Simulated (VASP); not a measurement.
These are PBEsol GGA, VASP's PBE PAW potentials (set 64) (plane waves; VASP) values and carry that method's errors.

Input for VASP

File KPOINTS:
```
Automatic mesh
0
Gamma
8 8 8
0 0 0
```

**POSCAR**
```
Ni3Si
1
    3.4591064486     0.0000000000     0.0000000000
    0.0000000000     3.3553332551     0.0000000000
    0.0000000000     0.0000000000     3.3553332551
Si Ni
1 3
Direct
  0.0000000000   0.0000000000   0.0000000000
  0.0000000000   0.5000000000   0.5000000000
  0.5000000000   0.0000000000   0.5000000000
  0.5000000000   0.5000000000   0.0000000000
```

INCAR:
```
ALGO = Normal
EDIFF = 1E-7
ENCUT = 480
GGA = PS
ISIF = 2
ISMEAR = 1
LASPH = .TRUE.
LCHARG = .FALSE.
LMAXMIX = 4
LREAL = .FALSE.
LWAVE = .FALSE.
NELM = 100
PREC = Accurate
SIGMA = 0.1
SYSTEM = Ni3Si
```

POTCAR, in this order: Si Ni (PBE.64 set). Program: vasp_std.

The run wrote:

File OUTCAR:
```
 ion  position               nearest neighbor table
   1  0.000  0.000  0.000-   2 2.37   2 2.37   2 2.37   2 2.37   3 2.41   4 2.41   4 2.41   3 2.41
                             3 2.41   4 2.41   3 2.41   4 2.41
   2  0.000  0.500  0.500-   1 2.37   1 2.37   1 2.37   1 2.37   4 2.41   4 2.41   3 2.41   3 2.41
                             3 2.41   4 2.41   4 2.41   3 2.41
   3  0.500  0.000  0.500-   4 2.37   4 2.37   4 2.37   4 2.37   2 2.41   2 2.41   1 2.41   1 2.41
                             1 2.41   2 2.41   1 2.41   2 2.41
   4  0.500  0.500  0.000-   3 2.37   3 2.37   3 2.37   3 2.37   2 2.41   1 2.41   1 2.41   2 2.41
                             1 2.41   2 2.41   2 2.41   1 2.41
  LATTYP: Found a simple tetragonal cell.
 ALAT       =     3.3553332551
 C/A-ratio  =     1.0309278351
 Subroutine PRICEL returns:
 Original cell was already a primitive cell.
 Subroutine GETGRP returns: Found 16 space group operations
The static configuration has the point symmetry D_4h.
The dynamic configuration has the point symmetry D_4h.
 Subroutine INISYM returns: Found 16 space group operations
 Subroutine IBZKPT returns following result:
 Found     75 irreducible k-points:

 Following reciprocal coordinates:
            Coordinates               Weight
  0.000000  0.000000  0.000000      1.000000
  0.125000  0.000000  0.000000      2.000000
...
```

**OSZICAR**
```
       N       E                     dE             d eps       ncg     rms          rms(c)
DAV:   1     0.195729265833E+03    0.19573E+03   -0.15007E+04  3190   0.208E+03
DAV:   2    -0.196291644222E+02   -0.21536E+03   -0.20766E+03  3160   0.371E+02
DAV:   3    -0.302463919631E+02   -0.10617E+02   -0.10236E+02  3390   0.111E+02
DAV:   4    -0.304813320005E+02   -0.23494E+00   -0.23359E+00  3747   0.146E+01
DAV:   5    -0.304893174142E+02   -0.79854E-02   -0.79844E-02  3800   0.260E+00    0.232E+01
DAV:   6    -0.293334388114E+02    0.11559E+01   -0.57586E+01  3600   0.127E+02    0.156E+01
DAV:   7    -0.262543696450E+02    0.30791E+01   -0.15967E+01  3466   0.688E+01    0.515E+00
DAV:   8    -0.262054732321E+02    0.48896E-01   -0.80199E-01  4372   0.164E+01    0.278E+00
DAV:   9    -0.261719737126E+02    0.33500E-01   -0.27267E-01  4146   0.198E+01    0.182E+00
DAV:  10    -0.261458869273E+02    0.26087E-01   -0.54889E-02  4377   0.804E+00    0.498E-01
DAV:  11    -0.261441743183E+02    0.17126E-02   -0.84013E-03  4367   0.105E+00    0.152E-01
DAV:  12    -0.261441536750E+02    0.20643E-04   -0.78659E-04  4001   0.754E-01    0.491E-02
DAV:  13    -0.261441407716E+02    0.12903E-04   -0.11288E-04  3712   0.263E-01    0.184E-02
DAV:  14    -0.261441362011E+02    0.45705E-05   -0.17750E-05  4128   0.967E-02    0.823E-03
DAV:  15    -0.261441362548E+02   -0.53701E-07   -0.46456E-06  4234   0.355E-02    0.437E-03
DAV:  16    -0.261441356541E+02    0.60065E-06   -0.14346E-06  3967   0.212E-02    0.102E-03
DAV:  17    -0.261441356309E+02    0.23184E-07   -0.10797E-07  1912   0.553E-03
   1 F= -.26144136E+02 E0= -.26144007E+02  d E =-.386116E-03
```

**OUTCAR**
```
------------------------ aborting loop because EDIFF is reached ----------------------------------------
  FORCE on cell =-STRESS in cart. coord.  units (eV):
  Direction    XX          YY          ZZ          XY          YZ          ZX
  --------------------------------------------------------------------------------------
  Total        3.1905194      4.7960854      4.7960854      0.0000000      0.0000000      0.0000000
  in kB      131.2613048    197.3159736    197.3159736      0.0000000      0.0000000      0.0000000
  external PRESSURE =     175.2977507 kB  Pullay stress =       0.0000000 kB
  volume of cell :       38.94
      direct lattice vectors                 reciprocal lattice vectors
     3.459106449  0.000000000  0.000000000     0.289092000  0.000000000  0.000000000
     0.000000000  3.355333255  0.000000000     0.000000000  0.298032989  0.000000000
     0.000000000  0.000000000  3.355333255     0.000000000  0.000000000  0.298032989
 POSITION                                       TOTAL-FORCE (eV/Angst)
 -----------------------------------------------------------------------------------
      0.00000      0.00000      0.00000         0.000000      0.000000      0.000000
      0.00000      1.67767      1.67767         0.000000      0.000000      0.000000
      1.72955      0.00000      1.67767         0.000000      0.000000      0.000000
      1.72955      1.67767      0.00000         0.000000      0.000000      0.000000
 -----------------------------------------------------------------------------------
    total drift:                                0.000000      0.000000      0.000000
  FREE ENERGIE OF THE ION-ELECTRON SYSTEM (eV)
  ---------------------------------------------------
  free  energy   TOTEN  =       -26.1441356309 eV

  energy  without entropy=      -26.1437495146  energy(sigma->0) =      -26.14400693
```
(Selected blocks of OUTCAR.)

**OUTCAR**
```
 val. band max:       12.0758503300   @ k =   0.5000   0.3750   0.3750

 cond. band min:      12.0938899442   @ k =   0.0000   0.0000   0.0000


 Fermi energy:        12.0846995465

 k-point     1 :       0.0000    0.0000    0.0000
  band No.  band energies     occupation
      1      -0.6640      2.00000
      2       6.5235      2.00000
      3       7.3633      2.00000
      4       7.4001      2.00000
      5       7.9687      2.00000
      6       7.9687      2.00000
      7       8.0007      2.00000
      8      10.1840      2.00000
      9      10.3596      2.00000
     10      10.3596      2.00000
     11      10.6744      2.00000
     12      11.2945      2.00000
     13      11.3110      2.00000
     14      11.3110      2.00000
     15      11.4969      2.00000
     16      11.7737      2.00010
     17      12.0939      0.84517
     18      12.0939      0.84517
     19      12.2506     -0.04072
     20      17.8369      0.00000
     21      18.8382      0.00000

 k-point     2 :       0.1250    0.0000    0.0000
  band No.  band energies     occupation
      1      -0.4744      2.00000
      2       6.5190      2.00000
      3       7.1244      2.00000
      4       7.5365      2.00000
      5       7.9718      2.00000
      6       7.9718      2.00000
      7       8.0560      2.00000
      8      10.0670      2.00000
      9      10.0670      2.00000
     10      10.1209      2.00000
     11      10.2588      2.00000
     12      11.2674      2.00000
     13      11.2885      2.00000
     14      11.2885      2.00000
     15      11.4918      2.00000
     16      11.6885      2.00000
     17      12.2508     -0.04057
     18      12.5688     -0.00000
     19      12.5688     -0.00000
     20      18.3559      0.00000
     21      19.0213      0.00000

 k-point     3 :       0.2500    0.0000    0.0000
  band No.  band energies     occupation
      1       0.0751      2.00000
      2       5.7575      2.00000
      3       7.1140      2.00000
...
```

The compound is Ni3Si in the L1_2 structure. This cell was strained or had an atom moved on purpose. The run is not spin-polarised, so no magnetic state was tried.
